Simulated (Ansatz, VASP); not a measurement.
Two plane-wave programs on Si3Au

```xyz
4
Lattice="0.0000 3.2030 3.2030 3.2030 0.0000 3.2030 3.2030 3.2030 0.0000" Properties=species:S:1:pos:R:3 pbc="T T T"
Si    3.2030    3.2030    3.2030
Si    1.6015    1.6015    1.6015
Si    4.8044    4.8044    4.8044
Au    0.0000    0.0000    0.0000
```

Change from the starting cell: species swapped into the Ni3Sn type (Fm-3m, No. 225).

Alike in both runs: functional PBE; k mesh 6 × 6 × 6; occupations gaussian, width 0.1 eV; no spin polarisation.

Ansatz relaxed the structure, and its values are those at the end. VASP's run is a single point on that final structure, the one shown.

```csv
,VASP,Ansatz
version,VASP 6.6.1,Ansatz 0.2.0
potentials or method,"VASP PAW PBE potentials, release 64 (Si, Au)","scalar-relativistic, plane waves, PAW"
plane-wave cutoff (eV),520,420
valence electrons in the cell,23,31
```

|  | VASP | Ansatz | Ansatz less VASP |
| --- | --- | --- | --- |
| gap on the k mesh at the Fermi level (eV) | none | none | - |
| pressure (GPa) | -0.3 | -0.3 | +0.06 |

A gap of «none» marks a metal or a gap that the smearing closes. The functional is the same, so the differences come from potentials, cutoffs and numerics. The two sets of potentials don't hold the same shells in valence.

Spin-orbit coupling is left out, which matters for the levels of Au.
